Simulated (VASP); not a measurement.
Input:

```
CELL_PARAMETERS angstrom
     10.93707     0.00000     0.00000
      0.00000    10.93707     0.00000
      0.00000     0.00000    10.93707
ATOMIC_POSITIONS crystal
  Si 0.49934 0.99907 0.00084
  Si 0.62478 0.12608 0.12287
  Si 0.75136 0.25107 0.00002
  Si 0.87531 0.37526 0.12640
  Si 0.74888 0.00068 0.25027
  Si 0.87492 0.12466 0.37489
  Si 0.00013 0.99944 0.00039
  Si 0.12430 0.12500 0.12460
  Si 0.25073 0.24909 0.00152
  Si 0.37386 0.37601 0.12565
  Si 0.50069 0.49919 0.00162
  Si 0.62495 0.62583 0.12436
  Si 0.75039 0.75004 0.00010
  Si 0.87405 0.87595 0.12518
  Si 0.24939 0.00002 0.24966
  Si 0.37525 0.12205 0.37534
  Si 0.50211 0.24748 0.25121
  Si 0.62756 0.37487 0.37550
  Si 0.74942 0.50050 0.24946
  Si 0.87502 0.62353 0.37511
  Si 0.50109 0.99879 0.50137
  Si 0.62485 0.12512 0.62505
  Si 0.75085 0.24877 0.50110
  Si 0.87470 0.37539 0.62526
  Si 0.74972 0.00019 0.74997
  Si 0.87487 0.12457 0.87494
  Si 0.99966 0.49876 0.99996
  Si 0.12134 0.62969 0.12142
  Si 0.25188 0.75082 0.99935
  Si 0.37517 0.87462 0.12662
  Si 0.00124 0.24913 0.25094
  Si 0.12532 0.37618 0.37391
  Si 0.24541 0.50385 0.24558
  Si 0.37403 0.62325 0.37450
  Si 0.50028 0.74778 0.25127
  Si 0.62484 0.87480 0.37478
  Si 0.00060 0.99913 0.49958
  Si 0.12283 0.12610 0.62480
  Si 0.25098 0.24764 0.50208
  Si 0.37527 0.37482 0.62784
  Si 0.50329 0.49883 0.50362
  Si 0.62493 0.62822 0.62506
  Si 0.75149 0.75010 0.49927
  Si 0.87499 0.87563 0.62542
  Si 0.24999 0.00068 0.74909
  Si 0.37456 0.12451 0.87520
  Si 0.50078 0.24859 0.75109
  Si 0.62488 0.37541 0.87484
  Si 0.74919 0.49994 0.74944
  Si 0.87420 0.62512 0.87443
  Si 0.99916 0.75060 0.25209
  Si 0.12624 0.87458 0.37540
  Si 0.00130 0.49918 0.50088
  Si 0.12418 0.62562 0.62526
  Si 0.25083 0.74785 0.50065
  Si 0.37444 0.87469 0.62516
  Si 0.00002 0.25094 0.75145
  Si 0.12602 0.37515 0.87569
  Si 0.24925 0.50031 0.74986
  Si 0.37475 0.62346 0.87536
  Si 0.49891 0.74982 0.75163
  Si 0.62506 0.87549 0.87511
  Si 0.99994 0.74991 0.75057
  Si 0.12485 0.87596 0.87425
  Fe 0.37224 0.37896 0.37242
```
Cell charge +1.
Starting moments (μB, in the order of the record's atoms Si Si Si Si Si Si Si Si Si Si Si Si Si Si Si Si Si Si Si Si Si Si Si Si Si Si Si Si Si Si Si Si Si Si Si Si Si Si Si Si Si Si Si Si Si Si Si Si Si Si Si Si Si Si Si Si Si Si Si Si): 0.0 0.0 0.0 0.0 0.0 0.0 0.0 0.0 0.0 0.0 0.0 0.0 0.0 0.0 0.0 0.0 0.0 0.0 0.0 0.0 0.0 0.0 0.0 0.0 0.0 0.0 0.0 0.0 0.0 0.0 0.0 0.0 0.0 0.0 0.0 0.0 0.0 0.0 0.0 0.0 0.0 0.0 0.0 0.0 0.0 0.0 0.0 0.0 0.0 0.0 0.0 0.0 0.0 0.0 0.0 0.0 0.0 0.0 0.0 0.0.

These are HSE06 screened hybrid, VASP's PBE PAW potentials (set 64) (plane waves; VASP) values and carry that method's errors. Run with PREC = Normal, LREAL = Auto, ISYM = 0, NELECT = 263.0, EDIFF = 1E-5, 400 eV cut-off, 1×1×1 Γ-centred mesh, Gaussian smearing of 0.050 eV, potentials Si Fe.

The cell is charged, with a uniform compensating background. The supercell is sampled at Γ alone, which is coarse: total energies, pressure and levels can be off, energies of defects by several tenths of an eV.

Task: Estimate the cell moment, energy per atom (σ→0), largest force.

Result: 
cell moment: -3.00 μB
energy per atom (σ→0): -6.359 eV/atom
largest force: 0.703 eV/Å

Task: Give the moment on each site (PAW-sphere projection).

Result: 
| site | moment (μB) |
|---|---|
| Si1 | 0.00 |
| Si2 | 0.00 |
| Si3 | 0.00 |
| Si4 | 0.00 |
| Si5 | 0.00 |
| Si6 | 0.00 |
| Si7 | 0.00 |
| Si8 | 0.00 |
| Si9 | 0.00 |
| Si10 | -0.01 |
| Si11 | 0.00 |
| Si12 | 0.00 |
| Si13 | 0.00 |
| Si14 | 0.00 |
| Si15 | 0.00 |
| Si16 | 0.01 |
| Si17 | -0.02 |
| Si18 | 0.01 |
| Si19 | 0.00 |
| Si20 | 0.00 |
| Si21 | -0.01 |
| Si22 | 0.00 |
| Si23 | -0.01 |
| Si24 | 0.00 |
| Si25 | 0.00 |
| Si26 | 0.00 |
| Si27 | 0.00 |
| Si28 | -0.02 |
| Si29 | 0.00 |
| Si30 | 0.00 |
| Si31 | 0.00 |
| Si32 | -0.01 |
| Si33 | 0.00 |
| Si34 | -0.01 |
| Si35 | 0.00 |
| Si36 | 0.00 |
| Si37 | 0.00 |
| Si38 | 0.00 |
| Si39 | -0.03 |
| Si40 | 0.01 |
| Si41 | -0.02 |
| Si42 | 0.00 |
| Si43 | 0.00 |
| Si44 | 0.00 |
| Si45 | 0.00 |
| Si46 | 0.00 |
| Si47 | -0.01 |
| Si48 | 0.00 |
| Si49 | 0.00 |
| Si50 | 0.00 |
| Si51 | 0.00 |
| Si52 | 0.00 |
| Si53 | 0.00 |
| Si54 | 0.00 |
| Si55 | 0.00 |
| Si56 | 0.00 |
| Si57 | 0.00 |
| Si58 | 0.00 |
| Si59 | 0.00 |
| Si60 | 0.00 |
| Si61 | 0.00 |
| Si62 | 0.00 |
| Si63 | 0.00 |
| Si64 | 0.00 |
| Fe65 | -2.71 |

The cell is a supercell with a defect, built from Si (diamond): Fe_i, charge +1. The cell's shape comes from a PBE relaxation.
